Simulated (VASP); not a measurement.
All values below come from PBE GGA, VASP's PBE PAW potentials (set 64) (plane waves; VASP 6.6.1).

A VASP calculation is set up with these files.

### KPOINTS
```
Automatic mesh
0
Gamma
4 4 4
0 0 0
```

INCAR:
```
# general
SYSTEM  = SrCl2
PREC    = Accurate
ENCUT   = 400   # plane-wave cut-off (eV)
LREAL   = .False.   # projection in real space or not
LASPH   = .True.   # aspherical one-centre terms

# electronic loop
EDIFF   = 1E-6
NELM    = 100   # most electronic steps
ALGO    = Normal
LMAXMIX = 4

# smearing
ISMEAR  = 0   # Gaussian
SIGMA   = 0.05

# functional
GGA     = PE   # PBE

# ions
ISIF    = 2   # forces and stress, cell fixed

# output
LWAVE   = .False.
LCHARG  = .False.
```

### POSCAR
```
SrCl2
1.0
  0.0000000000   3.5598000000   3.5598000000
  3.5598000000   0.0000000000   3.5598000000
  3.5598000000   3.5598000000   0.0000000000
Sr Cl
1 2
direct
  0.0000000000   0.0000000000   0.0000000000
  0.2500000000   0.2500000000   0.2500000000
  0.7500000000   0.7500000000   0.7500000000
```

POTCAR, in this order: Sr_sv Cl (PBE.64 set). Program: vasp_std.

What VASP printed:

### OSZICAR
```
       N       E                     dE             d eps       ncg     rms          rms(c)
DAV:   1     0.136108182113E+03    0.13611E+03   -0.10183E+04   256   0.110E+03
DAV:   2    -0.414293295560E+01   -0.14025E+03   -0.13688E+03   328   0.226E+02
DAV:   3    -0.128851592761E+02   -0.87422E+01   -0.87360E+01   352   0.626E+01
DAV:   4    -0.130803469932E+02   -0.19519E+00   -0.19514E+00   448   0.806E+00
DAV:   5    -0.130863162565E+02   -0.59693E-02   -0.59690E-02   368   0.895E-01    0.114E+01
DAV:   6    -0.127631889605E+02    0.32313E+00   -0.87473E-01   336   0.521E+00    0.755E+00
DAV:   7    -0.127706414150E+02   -0.74525E-02   -0.45578E-01   408   0.404E+00    0.216E+00
DAV:   8    -0.127782817953E+02   -0.76404E-02   -0.59132E-02   312   0.145E+00    0.294E-01
DAV:   9    -0.127799513275E+02   -0.16695E-02   -0.31982E-03   376   0.326E-01    0.113E-01
DAV:  10    -0.127812608590E+02   -0.13095E-02   -0.11403E-03   288   0.219E-01    0.316E-02
DAV:  11    -0.127813389281E+02   -0.78069E-04   -0.87172E-05   392   0.544E-02    0.339E-02
DAV:  12    -0.127813529867E+02   -0.14059E-04   -0.13075E-05   296   0.212E-02    0.109E-02
DAV:  13    -0.127813555805E+02   -0.25938E-05   -0.76657E-06   360   0.146E-02    0.259E-03
DAV:  14    -0.127813555261E+02    0.54416E-07   -0.22972E-07   256   0.354E-03
   1 F= -.12781356E+02 E0= -.12781356E+02  d E =-.150557E-14
```

**OUTCAR**
```
------------------------ aborting loop because EDIFF is reached ----------------------------------------
  FORCE on cell =-STRESS in cart. coord.  units (eV):
  Direction    XX          YY          ZZ          XY          YZ          ZX
  --------------------------------------------------------------------------------------
  Total       -0.5638121     -0.5638121     -0.5638121     -0.0000000     -0.0000000      0.0000000
  in kB      -10.0124004    -10.0124004    -10.0124004     -0.0000000     -0.0000000      0.0000000
  external PRESSURE =     -10.0124004 kB  Pullay stress =       0.0000000 kB
  volume of cell :       90.22
      direct lattice vectors                 reciprocal lattice vectors
     0.000000000  3.559800000  3.559800000    -0.140457329  0.140457329  0.140457329
     3.559800000  0.000000000  3.559800000     0.140457329 -0.140457329  0.140457329
     3.559800000  3.559800000  0.000000000     0.140457329  0.140457329 -0.140457329
 POSITION                                       TOTAL-FORCE (eV/Angst)
 -----------------------------------------------------------------------------------
      0.00000      0.00000      0.00000         0.000000      0.000000     -0.000000
      1.77990      1.77990      1.77990        -0.000000     -0.000000     -0.000000
      5.33970      5.33970      5.33970         0.000000      0.000000      0.000000
 -----------------------------------------------------------------------------------
    total drift:                                0.000000      0.000000      0.000000
  FREE ENERGIE OF THE ION-ELECTRON SYSTEM (eV)
  ---------------------------------------------------
  free  energy   TOTEN  =       -12.7813555261 eV

  energy  without entropy=      -12.7813555261  energy(sigma->0) =      -12.78135553
```
(Selected blocks of OUTCAR.)

OUTCAR:
```
 val. band max:       -0.2299447108   @ k =   0.5000   0.5000   0.0000

 cond. band min:       4.8720896135   @ k =   0.0000   0.0000   0.0000


 Fermi energy:         0.0322633879

 k-point     1 :       0.0000    0.0000    0.0000
  band No.  band energies     occupation
      1     -33.3262      2.00000
      2     -15.2909      2.00000
      3     -15.2909      2.00000
      4     -15.2909      2.00000
      5     -13.3573      2.00000
      6     -12.6248      2.00000
      7      -2.1540      2.00000
      8      -2.1540      2.00000
      9      -2.1540      2.00000
     10      -0.5437      2.00000
     11      -0.5437      2.00000
     12      -0.5437      2.00000
     13       4.8721      0.00000
     14       5.8724      0.00000
     15       5.8724      0.00000
     16       8.6980      0.00000

 k-point     2 :       0.2500    0.0000    0.0000
  band No.  band energies     occupation
      1     -33.3252      2.00000
      2     -15.3958      2.00000
      3     -15.2959      2.00000
      4     -15.2959      2.00000
      5     -13.1462      2.00000
      6     -12.7164      2.00000
      7      -1.9574      2.00000
      8      -1.9574      2.00000
      9      -1.8388      2.00000
     10      -1.0818      2.00000
     11      -0.8183      2.00000
     12      -0.8183      2.00000
     13       5.9697      0.00000
     14       6.2048      0.00000
     15       6.2048      0.00000
     16       7.3948      0.00000

 k-point     3 :       0.5000    0.0000    0.0000
  band No.  band energies     occupation
      1     -33.3241      2.00000
      2     -15.4828      2.00000
      3     -15.3009      2.00000
      4     -15.3009      2.00000
      5     -13.0094      2.00000
      6     -12.7432      2.00000
      7      -1.6348      2.00000
      8      -1.6348      2.00000
      9      -1.6191      2.00000
     10      -1.4413      2.00000
     11      -1.1988      2.00000
     12      -1.1988      2.00000
     13       6.4151      0.00000
...
```

The compound is SrCl2 in the fluorite structure. The cell was not relaxed at this level.
